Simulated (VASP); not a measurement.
A run of VASP 6.6.1 is set up as follows.

File INCAR:

```
PREC     = Accurate       # precision mode
ENCUT    = 600            # plane-wave cutoff, eV
EDIFF    = 1E-7           # SCF threshold, eV
ISMEAR   = 1              # smearing method
SIGMA    = 0.1            # smearing width, eV
LREAL    = F              # projectors in reciprocal space
LASPH    = T              # aspherical terms in the spheres
NELM     = 80             # most SCF steps
ALGO     = Normal         # electronic algorithm
ISIF     = 3              # what is computed and relaxed
LWAVE    = F              # write WAVECAR
LCHARG   = F              # write CHGCAR
IBRION   = 2              # ionic algorithm
NSW      = 90             # ionic steps
EDIFFG   = -0.005         # ionic threshold
```

Contents of KPOINTS:

```
regular mesh
0
Gamma
  14 14 14
```

Contents of POSCAR:

```
TaN                                     
1.0
   -0.0000000000      2.1781333641      2.1781333641
    2.1781333641      0.0000000000      2.1781333641
    2.1781333641      2.1781333641     -0.0000000000
  Ta              N             
     1     1
Direct
     0.5000000000000000    0.5000000000000000    0.5000000000000000
     0.0000000000000000    0.0000000000000000    0.0000000000000000
```

Potentials or basis: VASP PAW LDA potentials, release 64 (Ta_pv, N).

Command:

```bash
$ cat potpaw_LDA.64/Ta_pv/POTCAR potpaw_LDA.64/N/POTCAR > POTCAR
$ mpirun -np 1 vasp_std > vasp.out
```

Question: What does it give for the band gap on the k mesh?

Answer: None (metal or under the smearing width).

Question: Estimate the relaxed cell.

Answer: a = 3.080 Å, b = 3.080 Å, c = 3.080 Å, α = 60.00°, β = 60.00°, γ = 60.00°.

Final structure:
```xyz
2
Lattice="0.0000 2.1780 2.1780 2.1780 0.0000 2.1780 2.1780 2.1780 0.0000" Properties=species:S:1:pos:R:3 pbc="T T T"
Ta    2.1780    2.1780    2.1780
N     0.0000    0.0000    0.0000
```

Spin-orbit coupling is left out, which matters for the levels of Ta.
